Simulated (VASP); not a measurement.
Set up this calculation in VASP 6.6.1, as the native input.

* Task: single point
* Functional: PBE
* Potentials or basis: VASP PAW PBE potentials, release 64 (Be, Ga_d)
* Cutoff: 520 eV
* k mesh: 6 × 6 × 1
* Occupations: fermi-dirac, width 0.1 eV
* Spin: no spin polarisation
* Dipole correction: no
* Further INCAR settings: ALGO = Fast; EDIFF = 1e-06; NBANDS = 30

The structure of Be12Ga lies in POSCAR:

```
Be12Ga
1.0
    4.5800000000      0.0000000000      0.0000000000
    2.2900000000      3.9663960000      0.0000000000
    0.0000000000      0.0000000000     14.5884300000
Be Ga
12 1
Direct
    0.0000000000      0.0000000000      0.0685474722
    0.5000000000      0.0000000000      0.0685474722
    0.0000000000      0.5000000000      0.0685474722
    0.5000000000      0.5000000000      0.0685474722
   -0.1657183549      0.3314729543      0.1936342019
    0.3333130917      0.3332965241      0.1940917563
   -0.1657220402      0.8342838184      0.1936802658
    0.3314342235      0.8343092823      0.1936545605
   -0.0000919677      0.0002158130      0.3241398835
    0.4989677025      0.0021558614      0.3173892598
    0.0019374180      0.4992116269      0.3173759616
    0.4987522621      0.4992426374      0.3172908942
    0.6653085228      0.6667523868      0.4700583270
```

The cell was built by a generator and needn't be a form met in nature.

These files were run (other wordings do the same):

INCAR

```
PREC     = Accurate       # precision mode
ENCUT    = 520            # plane-wave cutoff, eV
EDIFF    = 1E-6           # SCF threshold, eV
ISMEAR   = -1             # smearing method
SIGMA    = 0.1            # smearing width, eV
LREAL    = False          # projectors in reciprocal space
LASPH    = True           # aspherical terms in the spheres
NELM     = 80             # most SCF steps
ALGO     = Fast           # electronic algorithm
ISIF     = 2              # what is computed and relaxed
LWAVE    = False          # write WAVECAR
LCHARG   = False          # write CHGCAR
GGA      = PE             # functional
NBANDS   = 30             # bands
```

KPOINTS

```
Automatic mesh
0
Gamma
  6 6 1
```

Potentials or basis: VASP PAW PBE potentials, release 64 (Be, Ga_d).

Run with:

```bash
$ cat potpaw_PBE.64/Be/POTCAR potpaw_PBE.64/Ga_d/POTCAR > POTCAR
$ mpirun -np 1 vasp_std > vasp.out
```

It gave:

| Property | Result |
| --- | --- |
| Largest force | 0.108 eV/Å |
| Band gap on the k mesh | none (metal or under the smearing width) |

Run time: 6.2 min on 1 thread of Intel(R) Xeon(R) Platinum 8375C CPU @ 2.90GHz (Ice Lake), with other jobs on the host, peak memory 0.4 GiB.
